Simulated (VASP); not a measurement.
Input:

```yaml
crystal:
  lattice:
    - [2.73747, 0.00000, 0.00000]
    - [0.00000, 2.86075, 0.00000]
    - [0.00000, 0.00000, 3.60873]
  atoms:
    - { symbol: Cu, position: [0.00000, 0.00000, 0.00000] }
    - { symbol: Au, position: [0.51289, 0.50000, 0.50000] }
```

Level of theory: PBE GGA, VASP's PBE PAW potentials (set 64) (plane waves; VASP). Run with 400 eV cut-off, 9×8×7 Γ-centred mesh, first-order Methfessel-Paxton smearing of 0.10 eV, potentials Cu Au.

Question: Which forces act on the atoms, in eV/Å?

Answer: 
```tsv
atom	Fx	Fy	Fz
Cu1	0.141	0.000	0.000
Au2	-0.141	0.000	0.000
```

Question: Give the stress tensor in GPa (positive for a compressed cell).

Answer: 
```
12.02   0.00   0.00
 0.00   9.46   0.00
 0.00   0.00   8.57
```
The pressure is its mean diagonal, 10.02 GPa.

The compound is CuAu in the L1_0 structure. The cell was not relaxed at this level, atoms are displaced from their ideal sites. The run is one of a series of settings (KPOINTS 9×8×7 Γ-centred mesh against the base run), some of them coarse on purpose.
